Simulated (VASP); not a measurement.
# Ca2Pb5 (a cell with a defect) in VASP: notebook

Runs on Ca2Pb5 (a cell with a defect). Level: PBEsol. Tasks: single point.

All numbers are computed with VASP 6.6.1; they aren't measurements. Logs are shortened: lines on timing, memory, paths and dates and some standing lists are left out, and cuts for length are marked.

### 1 Starting point

The cell holds a defect, 7 atoms: a = 4.856 Å, b = 4.856 Å, c = 9.712 Å, α = 90.00°, β = 90.00°, γ = 90.00°.

### 2 Single point, PBEsol

The input, INCAR:

```
  PREC = Accurate
  ENCUT = 520
  EDIFF = 1E-6
  ISMEAR = 1
  SIGMA = 0.15
  LREAL = F
  LASPH = T
  NELM = 80
  ALGO = Fast
  ISIF = 2
  LWAVE = F
  LCHARG = T
  GGA = PS
  LELF = T
  LVHAR = T
  NBANDS = 54
```

The input, KPOINTS:

```
regular mesh
0
Gamma
  3 3 2
```

The input, POSCAR:

```
Ca2Pb5
1.0
    4.8560217700      0.0000000000      0.0000000000
    0.0000000000      4.8560217700      0.0000000000
    0.0000000000      0.0000000000      9.7120435400
Ca Pb
2 5
Direct
    0.0077104267     -0.0057512098      0.0132459250
   -0.0454073335      0.0038972231      0.4983758547
    0.3475285079      0.5038035486      0.4092825556
    0.5327161044      0.0070666899      0.2425174465
    0.4990638664      0.4962070011     -0.0079908003
    0.0034367638      0.4973144921      0.7523973683
    0.4870439450      0.0080491814      0.7494835634
```

Potentials or basis: VASP PAW PBE potentials, release 64 (Ca_sv, Pb_d).

The run is started by

```sh
$ cat potpaw_PBE.64/Ca_sv/POTCAR potpaw_PBE.64/Pb_d/POTCAR > POTCAR
$ mpirun -np 1 vasp_std > vasp.out
```

OUTCAR:

```text
PREC = Accurate
   ENCUT = 520
   EDIFF = 1E-6
   ISMEAR = 1
   LREAL = F
   LASPH = T
   NELM = 80
   ISIF = 2
   GGA = PS

 ion  position               nearest neighbor table
   1  0.008  0.994  0.013-   4 3.21   4 3.39   5 3.40   5 3.42   7 3.46   5 3.46   5 3.48   6 3.50
                             6 3.52   7 3.60
   2  0.955  0.004  0.498-   3 3.21   3 3.21   4 3.22   7 3.33   6 3.45   6 3.49   7 3.55
   3  0.348  0.504  0.409-   4 3.04   4 3.07   2 3.21   2 3.21   6 3.73   5 4.12
   4  0.533  0.007  0.243-   3 3.04   3 3.07   1 3.21   2 3.22   1 3.39   5 3.40   5 3.48
   5  0.499  0.496  0.992-   7 3.34   6 3.35   6 3.38   1 3.40   4 3.40   1 3.42   7 3.42   1 3.46
                             1 3.48   4 3.48   3 4.12
   6  0.003  0.497  0.752-   7 3.34   5 3.35   5 3.38   7 3.42   2 3.45   7 3.45   2 3.49   1 3.50
                             1 3.52   7 3.53   3 3.73
   7  0.487  0.008  0.749-   2 3.33   6 3.34   5 3.34   6 3.42   5 3.42   6 3.45   1 3.46   6 3.53
                             2 3.55   1 3.60

  LATTYP: Found a simple tetragonal cell.
 ALAT       =     4.8560217700
 C/A-ratio  =     2.0000000000

  Lattice vectors:

 A1 = (   4.8560217700,   0.0000000000,   0.0000000000)
 A2 = (   0.0000000000,   4.8560217700,   0.0000000000)
 A3 = (   0.0000000000,   0.0000000000,   9.7120435400)

Analysis of symmetry for initial positions (statically):
=====================================================================
 Subroutine PRICEL returns:
 Original cell was already a primitive cell.

 Routine SETGRP: Setting up the symmetry group for a
 simple tetragonal supercell.

 Subroutine GETGRP returns: Found  1 space group operations
 (whereof  1 operations were pure point group operations)
 out of a pool of 16 trial point group operations.

The static configuration has the point symmetry C_1 .

Analysis of symmetry for dynamics (positions and initial velocities):
=====================================================================
 Subroutine PRICEL returns:
 Original cell was already a primitive cell.

 Routine SETGRP: Setting up the symmetry group for a
 simple tetragonal supercell.

 Subroutine GETGRP returns: Found  1 space group operations
 (whereof  1 operations were pure point group operations)
 out of a pool of 16 trial point group operations.

The dynamic configuration has the point symmetry C_1 .

 Subroutine INISYM returns: Found  1 space group operations
 (whereof  1 operations are pure point group operations),
 and found     1 'primitive' translations

----------------------------------------------------------------------------------------

                                     Primitive cell

  volume of cell :     229.0192

  direct lattice vectors                    reciprocal lattice vectors
     4.856021770  0.000000000  0.000000000     0.205929884  0.000000000  0.000000000
     0.000000000  4.856021770  0.000000000     0.000000000  0.205929884  0.000000000
     0.000000000  0.000000000  9.712043540     0.000000000  0.000000000  0.102964942

  length of vectors
     4.856021770  4.856021770  9.712043540     0.205929884  0.205929884  0.102964942

  position of ions in fractional coordinates (direct lattice)
     0.007710427  0.994248790  0.013245925
     0.954592666  0.003897223  0.498375855
     0.347528508  0.503803549  0.409282556
     0.532716104  0.007066690  0.242517447
     0.499063866  0.496207001  0.992009200
     0.003436764  0.497314492  0.752397368
     0.487043945  0.008049181  0.749483563

  ion indices of the primitive-cell ions
   primitive index   ion index
                 1           1
                 2           2
                 3           3
                 4           4
                 5           5
                 6           6
                 7           7

----------------------------------------------------------------------------------------

 KPOINTS: regular mesh

Automatic generation of k-mesh.
 Grid dimensions read from file:
 generate k-points for:    3    3    2

 Generating k-lattice:

  Cartesian coordinates                     Fractional coordinates (reciprocal lattice)
     0.068643295  0.000000000  0.000000000     0.333333333  0.000000000  0.000000000
     0.000000000  0.068643295  0.000000000     0.000000000  0.333333333  0.000000000
     0.000000000  0.000000000  0.051482471     0.000000000  0.000000000  0.500000000

  Length of vectors
     0.068643295  0.068643295  0.051482471

  Shift w.r.t. Gamma in fractional coordinates (k-lattice)
     0.000000000  0.000000000  0.000000000

 Subroutine IBZKPT returns following result:
 ===========================================

 Found     10 irreducible k-points:

 Following reciprocal coordinates:
            Coordinates               Weight
  0.000000  0.000000  0.000000      1.000000
  0.333333  0.000000  0.000000      2.000000
  0.000000  0.333333  0.000000      2.000000
  0.333333  0.333333  0.000000      2.000000
 -0.333333  0.333333  0.000000      2.000000
  0.000000  0.000000  0.500000      1.000000
  0.333333  0.000000  0.500000      2.000000
  0.000000  0.333333  0.500000      2.000000
  0.333333  0.333333  0.500000      2.000000
 -0.333333  0.333333  0.500000      2.000000
   k-points           NKPTS =     10   k-points in BZ     NKDIM =     10   number of bands    NBANDS=     54
   number of dos      NEDOS =    301   number of ions     NIONS =      7
   total plane-waves  NPLWV =  93312
   dimension x,y,z NGX =    36 NGY =   36 NGZ =   72
   dimension x,y,z NGXF=    72 NGYF=   72 NGZF=  144
   ions per type =               2   5
   NGX,Y,Z   is equivalent  to a cutoff of  12.32, 12.32, 12.32 a.u.
   NGXF,Y,Z  is equivalent  to a cutoff of  24.65, 24.65, 24.65 a.u.
 SYSTEM =  unknown system
   PREC   = accura    normal or accurate (medium, high low for compatibility)
   ISTART =      0    job   : 0-new  1-cont  2-samecut
   ICHARG =      2    charge: 1-file 2-atom 10-const
   ISPIN  =      1    spin polarized calculation?
   LNONCOLLINEAR =      F non collinear calculations
   LSORBIT =      F    spin-orbit coupling
   LASPH  =      T    aspherical Exc in radial PAW
   ENCUT  =  520.0 eV  38.22 Ry    6.18 a.u.   9.03  9.03 18.06*2*pi/ulx,y,z
   NELM   =     80;   NELMIN=  2; NELMDL= -5     # of ELM steps
   EDIFF  = 0.1E-05   stopping-criterion for ELM
   LREAL  =      F    real-space projection
   EDIFFG = 0.1E-04   stopping-criterion for IOM
   NSW    =      0    number of steps for IOM
   IBRION =     -1    ionic relax: 0-MD 1-quasi-New 2-CG
   NFREE  =      0    steps in history (QN), initial steepest desc. (CG)
   ISIF   =      2    stress and relaxation
   ISYM   =      2    0-nonsym 1-usesym 2-fastsym
   POTIM  = 0.5000    time-step for ionic-motion
   TEBEG  =    0.0;   TEEND  =   0.0 temperature during run
   PSTRESS=    0.0 pullay stress
   NELECT =      90.0000    total number of electrons
   NUPDOWN=      -1.0000    fix difference up-down
   EMIN   =  10.00;   EMAX   =-10.00  energy-range for DOS
   EFERMI =   0.00;   METHOD = LEGACY
   ISMEAR =     1;   SIGMA  =   0.15  broadening in eV -4-tet -1-fermi 0-gaus
   EFERMI_NEDOS =   21; number of points for ismear=-14 and -15
   IALGO  =     68    algorithm
   IMIX   =      4    mixing-type and parameters
     AMIX     =   0.40;   BMIX     =  1.00
     AMIX_MAG =   1.60;   BMIX_MAG =  1.00
  volume/ion in A,a.u.               =      32.72       220.79
  Fermi-wavevector in a.u.,A,eV,Ry     =   1.199127  2.266021 19.563880  1.437905
  Thomas-Fermi vector in A             =   2.334997
   LORBIT       =      0    0 simple, 1 ext, 2 COOP (PROOUT), +10 PAW based schemes
   GGA     = PS    functional components
   LHFCALC =     F    Hartree Fock is set to
   AEXX    =    0.0000 exact exchange contribution
   IVDW    =     0    specifies the selected vdW correction
   LEPSILON=     F    determine dielectric tensor
   LRPA    =     F    only Hartree local field effects (RPA)
 non-spin polarized calculation
 RMM-DIIS sequential band-by-band and
 Methfessel and Paxton  Order N= 1 SIGMA  =   0.15
  energy-cutoff  :      520.00
  volume of cell :      229.02
 maximum number of plane-waves:      6182
   NGX = 19   NGY = 19   NGZ = 37

 number of electron      90.0000007 magnetization

 Free energy of the ion-electron system (eV)
  ---------------------------------------------------
  ext. energy  EPLUGINS =         0.00000000
  ---------------------------------------------------
  free energy    TOTEN  =       -25.88686625 eV

  energy without entropy =      -25.88502189  energy(sigma->0) =      -25.88625146

 E-fermi :   5.1330     XC(G=0):  -9.4921

 val. band max:        5.1185533922   @ k =   0.0000   0.0000   0.5000
 cond. band min:       5.1477205390   @ k =  -0.3333   0.3333   0.5000
 fundamental gap:      0.0291671468
 Fermi energy:         5.1329892588

 k-point     1 :       0.0000    0.0000    0.0000
  band No.  band energies     occupation
      1     -36.2532      2.00000
      2     -36.2072      2.00000
      3     -17.3740      2.00000
      4     -17.3490      2.00000
      5     -17.3386      2.00000
      6     -17.3171      2.00000
[... 46 lines left out ...]
     53       7.9723     -0.00000
     54       8.1606      0.00000

 k-point     2 :       0.3333    0.0000    0.0000
  band No.  band energies     occupation
      1     -36.2530      2.00000
      2     -36.2070      2.00000
      3     -17.3753      2.00000
      4     -17.3537      2.00000
      5     -17.3419      2.00000
      6     -17.3236      2.00000
[... 46 lines left out ...]
     53       8.1077     -0.00000
     54       8.2546      0.00000
[... 397 lines left out ...]
     53       8.3671      0.00000
     54       8.4393      0.00000

 k-point    10 :      -0.3333    0.3333    0.5000
  band No.  band energies     occupation
      1     -36.2529      2.00000
      2     -36.2068      2.00000
      3     -17.3807      2.00000
      4     -17.3522      2.00000
      5     -17.3408      2.00000
      6     -17.3227      2.00000
[... 46 lines left out ...]
     53       8.3819      0.00000
     54       8.4931      0.00000

------------------------ aborting loop because EDIFF is reached ----------------------------------------

  FORCE on cell =-STRESS in cart. coord.  units (eV):
  Direction    XX          YY          ZZ          XY          YZ          ZX
  --------------------------------------------------------------------------------------
  -------------------------------------------------------------------------------------
  Total       -2.7331394     -1.2838641     -1.9320945      0.0022096      0.1405440     -0.7807175
  in kB      -19.1205554     -8.9816841    -13.5165879      0.0154579      0.9832208     -5.4617602
  external PRESSURE =     -13.8729424 kB  Pullay stress =       0.0000000 kB

 VOLUME and BASIS-vectors are now :
 -----------------------------------------------------------------------------
  energy-cutoff  :      520.00
  volume of cell :      229.02
      direct lattice vectors                 reciprocal lattice vectors
     4.856021770  0.000000000  0.000000000     0.205929884  0.000000000  0.000000000
     0.000000000  4.856021770  0.000000000     0.000000000  0.205929884  0.000000000
     0.000000000  0.000000000  9.712043540     0.000000000  0.000000000  0.102964942

 POSITION                                       TOTAL-FORCE (eV/Angst)
 -----------------------------------------------------------------------------------
      0.03744      4.82809      0.12865         0.028173     -0.002195      0.022825
      4.63552      0.01893      4.84025        -0.048613     -0.011186     -0.074154
      1.68761      2.44648      3.97497         0.213239      0.031436      0.195676
      2.58688      0.03432      2.35534        -0.131061     -0.018607     -0.069797
      2.42346      2.40959      9.63444        -0.007395      0.009902     -0.016048
      0.01669      2.41497      7.30732         0.012055      0.015524     -0.022933
      2.36510      0.03909      7.27902        -0.066398     -0.024874     -0.035571
 -----------------------------------------------------------------------------------
    total drift:                                0.000204      0.000168      0.000952

  FREE ENERGIE OF THE ION-ELECTRON SYSTEM (eV)
  ---------------------------------------------------
  free  energy   TOTEN  =       -25.8868662511 eV

  energy  without entropy=      -25.8850218927  energy(sigma->0) =      -25.88625146
```

It took 3.9 min on 1 thread of Intel Xeon Platinum 8488C (Sapphire Rapids), shared host; peak memory 0.34 GiB.

Results:

```yaml
Free_energy: -25.8869 eV
Pressure: -1.4 GPa
Largest_force: 0.291 eV/Å
Band_gap_on_the_k_mesh: none (metal or under the smearing width)
```

Forces in eV/Å, atoms in the order of the input:
```
Ca   0.028 -0.002  0.023
Ca  -0.049 -0.011 -0.074
Pb   0.213  0.031  0.196
Pb  -0.131 -0.019 -0.070
Pb  -0.007  0.010 -0.016
Pb   0.012  0.016 -0.023
Pb  -0.066 -0.025 -0.036
```

Caveat: the k mesh is coarse (spacing up to 0.43 Å⁻¹), so the values aren't converged; the PAW data sets were made with another functional, which shifts forces and pressure a little.

### 3 Single point, PBEsol

The input, INCAR:

```
PREC = Accurate
ENCUT = 520
EDIFF = 1E-6
ISMEAR = 1
SIGMA = 0.15
LREAL = False
LASPH = True
NELM = 100
ALGO = Fast
ISIF = 2
LWAVE = False
LCHARG = False
GGA = PS
NBANDS = 54
```

The input, KPOINTS:

```
Automatic mesh
0
Gamma
  3 3 2
```

The input, POSCAR:

```
Ca2Pb5
1.0
    4.8560217700      0.0000000000      0.0000000000
    0.0000000000      4.8560217700      0.0000000000
    0.0000000000      0.0000000000      9.7120435400
Ca Pb
2 5
Direct
    0.0083504568     -0.0064410749      0.0158583515
   -0.0352580792      0.0025613559      0.4919271604
    0.4319562595      0.5020681775      0.4429075078
    0.5028896318      0.0068022759      0.2450150671
    0.5024019898      0.4943037972     -0.0003344301
    0.0077359620      0.4984217771      0.7522103839
    0.4964368189      0.0112892822      0.7505368947
```

Potentials or basis: VASP PAW PBE potentials, release 64 (Ca_sv, Pb_d).

The run is started by

```sh
$ cat potpaw_PBE.64/Ca_sv/POTCAR potpaw_PBE.64/Pb_d/POTCAR > POTCAR
$ mpirun -np 1 vasp_std > vasp.out
```

Run time: 4.1 min. Hardware: 1 thread of Intel Xeon Platinum 8488C (Sapphire Rapids), shared host; peak memory 0.35 GiB.

It converged, with:

```yaml
Free_energy: -26.1265 eV
Pressure: -1.9 GPa
Largest_force: 0.365 eV/Å
Band_gap_on_the_k_mesh: none (metal or under the smearing width)
```

Forces on the atoms (eV/Å):
```
Ca  -0.066 -0.002  0.018
Ca   0.002 -0.007 -0.155
Pb   0.293  0.010  0.218
Pb  -0.153 -0.013 -0.004
Pb  -0.017  0.015  0.000
Pb  -0.013  0.026 -0.056
Pb  -0.046 -0.028 -0.022
```

Stress tensor (GPa, compression positive):
```
-2.20  0.02  0.05
 0.02 -1.64  0.10
 0.05  0.10 -1.80
```

Levels at points of the mesh, in eV from the Fermi level:
```
           k point  band 41  band 42  band 43  band 44  band 45  band 46  band 47  band 48
(0.00, 0.00, 0.00)    -1.94    -0.79    -0.68    -0.34     0.43     0.57     0.74     0.88
(0.00, 0.00, 0.50)    -1.84    -1.15    -0.69    -0.43     0.08     1.10     1.12     1.46
```

Caveat: the k mesh is coarse (spacing up to 0.43 Å⁻¹), so the values aren't converged; the PAW data sets were made with another functional, which shifts forces and pressure a little. Spin-orbit coupling is left out, which matters for the levels of Pb.

### 4 Single point, PBEsol

The input, INCAR:

```
PREC = Accurate
ENCUT = 520
EDIFF = 1E-7
ISMEAR = 1
SIGMA = 0.15
LREAL = F
LASPH = T
NELM = 80
ALGO = Fast
ISIF = 2
LWAVE = F
LCHARG = T
GGA = PS
LELF = T
LVHAR = T
NBANDS = 54
```

KPOINTS is that of step 3.

The input, POSCAR:

```
Ca2Pb5
1.0
    4.8560217700      0.0000000000      0.0000000000
    0.0000000000      4.8560217700      0.0000000000
    0.0000000000      0.0000000000      9.7120435400
Ca Pb
2 5
Direct
   -0.0004691083     -0.0077998003      0.0125286712
   -0.0004794048     -0.0078080375      0.4842951929
    0.4995329747      0.4910358958      0.4779557444
    0.4997164582      0.0142979178      0.2483748132
    0.4995177359      0.4911166203      0.0189370032
   -0.0003638781      0.5019446196      0.7484217889
    0.4994792270      0.0246364217      0.7484167436
```

The run is started by

```sh
$ cat potpaw_PBE.64/Ca_sv/POTCAR potpaw_PBE.64/Pb_d/POTCAR > POTCAR
$ mpirun -np 1 vasp_std > vasp.out
```

Run time: 3.2 min. Hardware: 1 thread of Intel Xeon 6975P-C (Granite Rapids), shared host; peak memory 0.34 GiB.

The run converged. Its results:

```yaml
Free_energy: -26.2275 eV
Pressure: -2.1 GPa
Largest_force: 0.015 eV/Å
Band_gap_on_the_k_mesh: none (metal or under the smearing width)
```

Forces on the atoms (eV/Å):
```
Ca   0.001 -0.003  0.014
Ca   0.001 -0.003 -0.015
Pb   0.000 -0.008 -0.013
Pb  -0.002  0.010  0.001
Pb   0.001 -0.008  0.013
Pb   0.000  0.000  0.000
Pb   0.001  0.011  0.000
```

Stress tensor (GPa, compression positive):
```
-2.53  0.00  0.00
 0.00 -1.54  0.00
 0.00  0.00 -2.35
```

Levels at points of the mesh, in eV from the Fermi level:
| k point | band 42 | band 43 | band 44 | band 45 | band 46 | band 47 | band 48 | band 49 |
| --- | --- | --- | --- | --- | --- | --- | --- | --- |
| (0.00, 0.00, 0.00) | -0.53 | -0.45 | -0.38 | 0.50 | 0.61 | 0.62 | 0.77 | 1.92 |
| (0.00, 0.00, 0.50) | -0.99 | -0.62 | -0.55 | 0.14 | 1.23 | 1.34 | 1.39 | 1.64 |

Caveat: the k mesh is coarse (spacing up to 0.43 Å⁻¹), so the values aren't converged; the PAW data sets were made with another functional, which shifts forces and pressure a little. The run has no spin-orbit coupling, so splittings on Pb are missing.
